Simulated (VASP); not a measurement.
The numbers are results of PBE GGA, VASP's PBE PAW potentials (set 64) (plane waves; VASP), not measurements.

Input for VASP

File POSCAR:
```
MgO
1
   -0.0000000000     2.1217397540     2.1217397540
    2.1217397540    -0.0000000000     2.1217397540
    2.1217397540     2.1217397540    -0.0000000000
Mg O
1 1
Direct
  0.0000000000   0.0000000000   0.0000000000
  0.5000000000   0.5000000000   0.5000000000
```

**INCAR**
```
SYSTEM=MgO
PREC=Normal; ENCUT=400; LREAL=.FALSE.
LASPH=.TRUE.
EDIFF=1E-5; NELM=100; NELMIN=4
ALGO=Fast
ISMEAR=0; SIGMA=0.05
GGA=PE
IBRION=2; NSW=20; ISIF=2
EDIFFG=-0.03
LWAVE=.TRUE.; LCHARG=.FALSE.
```

**KPOINTS**
```
Automatic mesh
0
Gamma
12 12 12
0 0 0
```

POTCAR, in this order: Mg O (PBE.64 set). Program: vasp_std.

The run wrote:

### OUTCAR
```
 ion  position               nearest neighbor table
   1  0.000  0.000  0.000-   2 2.12   2 2.12   2 2.12   2 2.12   2 2.12   2 2.12
   2  0.500  0.500  0.500-   1 2.12   1 2.12   1 2.12   1 2.12   1 2.12   1 2.12
  LATTYP: Found a face centered cubic cell.
 ALAT       =     4.2434795080
 Subroutine PRICEL returns:
 Original cell was already a primitive cell.
 Subroutine GETGRP returns: Found 48 space group operations
The static configuration has the point symmetry O_h .
The dynamic configuration has the point symmetry O_h .
 Subroutine INISYM returns: Found 48 space group operations
 Subroutine IBZKPT returns following result:
 Found     72 irreducible k-points:

 Following reciprocal coordinates:
            Coordinates               Weight
  0.000000  0.000000  0.000000      1.000000
  0.083333  0.000000  0.000000      8.000000
  0.166667  0.000000  0.000000      8.000000
  0.250000  0.000000  0.000000      8.000000
  0.333333  0.000000  0.000000      8.000000
  0.416667  0.000000  0.000000      8.000000
  0.500000  0.000000  0.000000      4.000000
  0.083333  0.083333  0.000000      6.000000
  0.166667  0.083333  0.000000     24.000000
  0.250000  0.083333  0.000000     24.000000
  0.333333  0.083333  0.000000     24.000000
  0.416667  0.083333  0.000000     24.000000
  0.500000  0.083333  0.000000     24.000000
 -0.416667  0.083333  0.000000     24.000000
 -0.333333  0.083333  0.000000     24.000000
 -0.250000  0.083333  0.000000     24.000000
 -0.166667  0.083333  0.000000     24.000000
 -0.083333  0.083333  0.000000     12.000000
  0.166667  0.166667  0.000000      6.000000
  0.250000  0.166667  0.000000     24.000000
  0.333333  0.166667  0.000000     24.000000
  0.416667  0.166667  0.000000     24.000000
  0.500000  0.166667  0.000000     24.000000
 -0.416667  0.166667  0.000000     24.000000
...
```

### OSZICAR
```
       N       E                     dE             d eps       ncg     rms          rms(c)
DAV:   1     0.517734216496E+01    0.51773E+01   -0.42010E+03  1424   0.698E+02
DAV:   2    -0.132465304903E+02   -0.18424E+02   -0.17393E+02  1344   0.115E+02
DAV:   3    -0.134559136897E+02   -0.20938E+00   -0.20938E+00  1504   0.137E+01
DAV:   4    -0.134561894921E+02   -0.27580E-03   -0.27580E-03  1560   0.447E-01
DAV:   5    -0.134561895815E+02   -0.89397E-07   -0.89397E-07  1560   0.750E-03    0.706E+00
RMM:   6    -0.119461843109E+02    0.15100E+01   -0.34846E+00  1152   0.157E+01    0.214E+00
RMM:   7    -0.119407748186E+02    0.54095E-02   -0.92206E-02  1152   0.269E+00    0.142E+00
RMM:   8    -0.119362834058E+02    0.44914E-02   -0.35729E-02  1152   0.273E+00    0.376E-01
RMM:   9    -0.119336151498E+02    0.26683E-02   -0.20041E-03  1152   0.452E-01    0.211E-01
RMM:  10    -0.119330239866E+02    0.59116E-03   -0.27124E-03  1152   0.445E-01    0.299E-02
RMM:  11    -0.119331474881E+02   -0.12350E-03   -0.39149E-04  1152   0.172E-01    0.483E-02
RMM:  12    -0.119331157303E+02    0.31758E-04   -0.26798E-05   990   0.506E-02    0.247E-02
RMM:  13    -0.119331057640E+02    0.99663E-05   -0.49622E-05  1017   0.622E-02
   1 F= -.11933106E+02 E0= -.11933106E+02  d E =-.119331E+02
```

### OUTCAR
```
------------------------ aborting loop because EDIFF is reached ----------------------------------------
  FORCE on cell =-STRESS in cart. coord.  units (eV):
  Direction    XX          YY          ZZ          XY          YZ          ZX
  --------------------------------------------------------------------------------------
  Total       -0.5478258     -0.5478258     -0.5478258     -0.0000000      0.0000000      0.0000000
  in kB      -45.9458954    -45.9458954    -45.9458954     -0.0000000      0.0000000      0.0000000
  external PRESSURE =     -45.9458954 kB  Pullay stress =       0.0000000 kB
  volume of cell :       19.10
      direct lattice vectors                 reciprocal lattice vectors
     0.000000000  2.121739754  2.121739754    -0.235655668  0.235655668  0.235655668
     2.121739754  0.000000000  2.121739754     0.235655668 -0.235655668  0.235655668
     2.121739754  2.121739754  0.000000000     0.235655668  0.235655668 -0.235655668
  FREE ENERGIE OF THE ION-ELECTRON SYSTEM (eV)
  ---------------------------------------------------
  free  energy   TOTEN  =       -11.9331057640 eV

  energy  without entropy=      -11.9331057640  energy(sigma->0) =      -11.93310576

 reached required accuracy - stopping structural energy minimisation
```
(Selected blocks of OUTCAR.)

**OUTCAR**
```
 val. band max:        3.0107342116   @ k =   0.0000   0.0000   0.0000

 cond. band min:       7.5315493265   @ k =   0.0000   0.0000   0.0000


 Fermi energy:         3.2606166456

 k-point     1 :       0.0000    0.0000    0.0000
  band No.  band energies     occupation
      1     -14.1349      2.00000
      2       3.0105      2.00000
      3       3.0107      2.00000
      4       3.0107      2.00000
      5       7.5315      0.00000
      6      18.7020      0.00000
      7      18.7020      0.00000
      8      18.7020      0.00000

 k-point     2 :       0.0833    0.0000    0.0000
  band No.  band energies     occupation
      1     -14.0644      2.00000
      2       2.5426      2.00000
      3       2.9637      2.00000
      4       2.9639      2.00000
      5       7.9886      0.00000
      6      17.7486      0.00000
      7      18.8668      0.00000
      8      18.8668      0.00000

 k-point     3 :       0.1667    0.0000    0.0000
  band No.  band energies     occupation
      1     -13.8642      2.00000
      2       1.5212      2.00000
      3       2.8427      2.00000
      4       2.8429      2.00000
      5       8.9558      0.00000
      6      16.3785      0.00000
      7      19.2499      0.00000
      8      19.2499      0.00000

 k-point     4 :       0.2500    0.0000    0.0000
  band No.  band energies     occupation
      1     -13.5742      2.00000
      2       0.3946      2.00000
      3       2.6790      2.00000
      4       2.6793      2.00000
      5       9.9057      0.00000
      6      15.4651      0.00000
      7      19.4963      0.00000
      8      19.4963      0.00000

 k-point     5 :       0.3333    0.0000    0.0000
  band No.  band energies     occupation
      1     -13.2570      2.00000
      2      -0.5867      2.00000
      3       2.5280      2.00000
      4       2.5283      2.00000
      5      10.5128      0.00000
      6      15.1699      0.00000
      7      19.3909      0.00000
...
```

At this cut-off the stress carries a Pulay error, which pulls relaxed volumes low.

The compound is MgO in the rock salt structure. It was relaxed first.
